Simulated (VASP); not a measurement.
Calculation: HSE06 screened hybrid, VASP's PBE PAW potentials (set 64) (plane waves; VASP 6.6.1).

VASP input:

### POSCAR
```
Bi2Te3
1
    2.1997870000     1.2700470000    10.7072730000
   -2.1997870000     1.2700470000    10.7072730000
    0.0000000000    -2.5400960000    10.7072730000
Bi Te
2 3
Direct
  0.6031700000   0.6031700000   0.6031700000
  0.3968300000   0.3968300000   0.3968300000
  0.7831930000   0.7831930000   0.7831930000
  0.2168070000   0.2168070000   0.2168070000
  0.0000000000   0.0000000000   0.0000000000
```

**INCAR**
```
SYSTEM = Bi2Te3
PREC = Accurate
ENCUT = 300
EDIFF = 1E-6
NELM = 100
ALGO = Normal
LREAL = .FALSE.
LASPH = .TRUE.
ISMEAR = 0
SIGMA = 0.05
GGA = PE
HFSCREEN = 0.2
AEXX = 0.25
LHFCALC = .TRUE.
PRECFOCK = Fast
ISYM = 3
LMAXMIX = 4
LWAVE = .FALSE.
LCHARG = .FALSE.
ISIF = 2
```

### KPOINTS
```
Automatic mesh
0
Gamma
3 3 3
0 0 0
```

POTCAR, in this order: Bi_d Te (PBE.64 set). Program: vasp_std.

The run wrote:

File OSZICAR:
```
       N       E                     dE             d eps       ncg     rms          rms(c)
DAV:   1    -0.827719483804E+04   -0.82772E+04   -0.17589E+04   384   0.114E+03
DAV:   2    -0.861023201112E+04   -0.33304E+03   -0.32487E+03   400   0.327E+02
DAV:   3    -0.864153825096E+04   -0.31306E+02   -0.30548E+02   420   0.117E+02
DAV:   4    -0.864288537479E+04   -0.13471E+01   -0.13397E+01   440   0.227E+01
DAV:   5    -0.225681001580E+02    0.86203E+04   -0.29904E+01   400   0.540E+01    0.335E+01
DAV:   6    -0.223036678599E+02    0.26443E+00   -0.21811E+00   420   0.929E+00    0.147E+01
DAV:   7    -0.224111147565E+02   -0.10745E+00   -0.81127E-01   428   0.347E+00    0.800E+00
DAV:   8    -0.224109774880E+02    0.13727E-03   -0.76733E-02   376   0.155E+00    0.542E+00
DAV:   9    -0.224055114892E+02    0.54660E-02   -0.30971E-02   440   0.866E-01    0.342E+00
DAV:  10    -0.224059525892E+02   -0.44110E-03   -0.89725E-03   372   0.364E-01    0.185E+00
DAV:  11    -0.224052337960E+02    0.71879E-03   -0.12941E-03   380   0.233E-01    0.105E+00
DAV:  12    -0.224052242023E+02    0.95937E-05   -0.11366E-03   416   0.145E-01    0.556E-01
DAV:  13    -0.224052333566E+02   -0.91544E-05   -0.15415E-04   384   0.575E-02    0.342E-01
DAV:  14    -0.224052175098E+02    0.15847E-04   -0.28153E-05   396   0.382E-02    0.207E-01
DAV:  15    -0.224052218783E+02   -0.43685E-05   -0.32453E-05   312   0.242E-02    0.128E-01
DAV:  16    -0.224052249379E+02   -0.30595E-05   -0.46089E-06   352   0.125E-02    0.818E-02
DAV:  17    -0.224052260923E+02   -0.11545E-05   -0.96762E-07   224   0.777E-03    0.517E-02
DAV:  18    -0.224052269668E+02   -0.87441E-06   -0.10536E-06   220   0.605E-03
   1 F= -.22405227E+02 E0= -.22405227E+02  d E =-.409027E-15
```

File OUTCAR:
```
------------------------ aborting loop because EDIFF is reached ----------------------------------------
  FORCE on cell =-STRESS in cart. coord.  units (eV):
  Direction    XX          YY          ZZ          XY          YZ          ZX
  --------------------------------------------------------------------------------------
  Total       -0.4872767     -0.4872768     -1.2768326     -0.0000000      0.0000001     -0.0000000
  in kB       -4.3496618     -4.3496621    -11.3976096     -0.0000000      0.0000007     -0.0000000
  external PRESSURE =      -6.6989778 kB  Pullay stress =       0.0000000 kB
  volume of cell :      179.49
      direct lattice vectors                 reciprocal lattice vectors
     2.199787000  1.270047000 10.707273000     0.227294734  0.131228670  0.031131495
    -2.199787000  1.270047000 10.707273000    -0.227294734  0.131228670  0.031131495
     0.000000000 -2.540096000 10.707273000     0.000000000 -0.262457341  0.031131471
 POSITION                                       TOTAL-FORCE (eV/Angst)
 -----------------------------------------------------------------------------------
      0.00000     -0.00000     19.37492         0.000000      0.000000     -0.129691
      0.00000     -0.00000     12.74690         0.000000     -0.000000      0.129691
      0.00000     -0.00000     25.15758         0.000000      0.000000     -0.271720
      0.00000     -0.00000      6.96424         0.000000     -0.000000      0.271720
      0.00000      0.00000      0.00000         0.000000     -0.000000      0.000000
 -----------------------------------------------------------------------------------
    total drift:                                0.000015     -0.000024     -0.000046
  FREE ENERGIE OF THE ION-ELECTRON SYSTEM (eV)
  ---------------------------------------------------
  free  energy   TOTEN  =       -22.4052269668 eV

  energy  without entropy=      -22.4052269668  energy(sigma->0) =      -22.40522697

  exchange ACFDT corr.  =         0.00000000  see jH, gK, PRB 81, 115126
```
(Selected blocks of OUTCAR.)

File OUTCAR:
```
 val. band max:        4.9033327448   @ k =   0.0000   0.0000   0.0000

 cond. band min:       5.9103832426   @ k =   0.0000   0.0000   0.0000


 Fermi energy:         5.1705817691

 k-point     1 :       0.0000    0.0000    0.0000
  band No.  band energies     occupation
      1     -20.0541      2.00000
      2     -20.0541      2.00000
      3     -20.0521      2.00000
      4     -20.0521      2.00000
      5     -20.0444      2.00000
      6     -20.0432      2.00000
      7     -20.0349      2.00000
      8     -20.0349      2.00000
      9     -20.0338      2.00000
     10     -20.0338      2.00000
     11      -9.3089      2.00000
     12      -8.6759      2.00000
     13      -7.0217      2.00000
     14      -4.5661      2.00000
     15      -3.6328      2.00000
     16       2.9625      2.00000
     17       2.9756      2.00000
     18       3.2544      2.00000
     19       3.2544      2.00000
     20       3.4394      2.00000
     21       3.4394      2.00000
     22       4.1676      2.00000
     23       4.1677      2.00000
     24       4.9033      2.00000
     25       5.9104      0.00000
     26       6.4711      0.00000
     27       6.4711      0.00000
     28       7.5522      0.00000

 k-point     2 :       0.3333    0.0000    0.0000
  band No.  band energies     occupation
      1     -20.0645      2.00000
      2     -20.0617      2.00000
      3     -20.0522      2.00000
      4     -20.0496      2.00000
      5     -20.0412      2.00000
      6     -20.0393      2.00000
      7     -20.0343      2.00000
      8     -20.0324      2.00000
      9     -20.0276      2.00000
     10     -20.0270      2.00000
     11      -8.2795      2.00000
     12      -7.7937      2.00000
     13      -6.5202      2.00000
     14      -5.4589      2.00000
     15      -4.8114      2.00000
     16       0.2087      2.00000
     17       1.2857      2.00000
     18       1.6428      2.00000
     19       1.9121      2.00000
     20       2.4842      2.00000
...
```

At this cut-off the stress carries a Pulay error, which pulls relaxed volumes low. Unless said otherwise, spin-orbit coupling is left out, though it shifts the bands of the heavy elements here.

The structure comes from a computed database's Bi2Te3 entry; how it stands against other phases isn't given here. The cell was not relaxed at this level. The k-mesh is coarse (spacing up to 0.55 per Å, 2π included), so the numbers may not be converged in it.
